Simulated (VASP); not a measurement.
Given:

```
C
1.0
    0.00000     1.79594     1.79594
    1.79594     0.00000     1.79594
    1.79594     1.79594     0.00000
C
2
Direct
  0.00000   0.00000   0.00000
  0.25000   0.25000   0.25000
```

These are PBEsol GGA, VASP's PBE PAW potentials (set 64) (plane waves; VASP 6.6.1) values and carry that method's errors. Settings: 520 eV cut-off, 13×13×13 Γ-centred mesh, Gaussian smearing of 0.050 eV, potentials C.

The job: C (diamond), 2 atoms, PBEsol, static run, 520 eV, 13×13×13 Γ-centred mesh. Roughly how much core time does it take on a busy server core?

About 4 core-seconds (one run on a shared machine, a rough figure). It had 84 irreducible k-points, 8 bands, up to 331 plane waves and 12 electronic steps.

The compound is C in the diamond structure. This cell is one point of a volume scan, at 1.03 of the reference volume.
